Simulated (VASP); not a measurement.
```
Zn
1.0
    1.32271    -2.29100     0.00000
    1.32271     2.29100     0.00000
    0.00000     0.00000     4.64870
Zn
2
Cartesian
  1.32271   0.76367   1.16218
  1.32271  -0.76367   3.48653
```

The numbers are results of PBEsol GGA, VASP's PBE PAW potentials (set 64) (plane waves; VASP), not measurements. Numerical set-up: 520 eV cut-off, Gaussian smearing of 0.050 eV, potentials Zn.

Problem. Estimate the band gap (along the path) with the smallest direct gap where there is one.

Solution. 
The band gap (along the path) is none (metal, semimetal or under 0.01 eV).

Only differences to runs with the same potentials and settings are physical.

The compound is Zn in the hcp structure. It was relaxed first, which changed the volume by -7 %.
